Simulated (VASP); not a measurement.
An input for Quantum ESPRESSO's pw.x (written as the equivalent of a VASP run, and not itself run):

```
&CONTROL
  calculation = 'relax'
  pseudo_dir = './pseudo'
  outdir = './out'
  tprnfor = .true.
  tstress = .true.
  nstep = 30
  forc_conv_thr = 3.9e-05
/
&SYSTEM
  ibrav = 0
  nat = 2
  ntyp = 2
  ecutwfc = 86
  occupations = 'smearing'
  smearing = 'gaussian'
  degauss = 0.003675
  input_dft = 'pz'
/
&ELECTRONS
  conv_thr = 7.3e-10
  electron_maxstep = 100
/
&IONS
/
ATOMIC_SPECIES
  Ag 107.868 Ag.upf
  Cl 35.450 Cl.upf
CELL_PARAMETERS angstrom
     0.0000000    2.6746619    2.6746619
     2.6746619    0.0000000    2.6746619
     2.6746619    2.6746619   -0.0000000
ATOMIC_POSITIONS crystal
  Ag   1.0000000  1.0000000  1.0000000
  Cl   0.5000000  0.5000000  0.5000000
K_POINTS automatic
  8 8 8 0 0 0
```

Question: Translate this input to VASP (INCAR, KPOINTS, POSCAR, choice of POTCAR).

Answer: Several could match; the one computed here: 
### INCAR
```
# general
SYSTEM =AgCl
PREC   =Accurate
ENCUT  =400
LREAL  =.False.   # projection in real space or not
LASPH  =.True.   # aspherical one-centre terms

# electronic loop
EDIFF  =1E-8   # SCF stop (eV)
NELM   =100   # most electronic steps
ALGO   =Normal   # blocked Davidson
LMAXMIX=4   # l cut-off of mixed one-centre charges

# smearing
ISMEAR =0
SIGMA  =0.05

# ions
IBRION =1
NSW    =30
ISIF   =2
EDIFFG =-0.001

# output
LWAVE  =.False.
LCHARG =.False.
```

KPOINTS:
```
Automatic mesh
0
Gamma
 8 8 8
0 0 0
```

### POSCAR
```
AgCl
1
    0.0000000000     2.6746618795     2.6746618795
    2.6746618795     0.0000000000     2.6746618795
    2.6746618795     2.6746618795    -0.0000000000
Ag Cl
1 1
Direct
  1.0000000000   1.0000000000   1.0000000000
  0.5000000000   0.5000000000   0.5000000000
```

POTCAR, in this order: Ag Cl (LDA.64 set). Program: vasp_std.

Limits of the translation: the potentials are each code's own (VASP's PAW set, PseudoDojo norm-conserving files in pw.x), so ENCUT and ecutwfc are chosen apart and not converted; conv_thr bounds pw.x's estimated SCF error, while EDIFF bounds the energy change between steps; forc_conv_thr acts on force components and is met together with etot_conv_thr.

The compound is AgCl in the rock salt structure. It was relaxed first, which changed the volume by -10 %. The start is the result of an earlier pass.
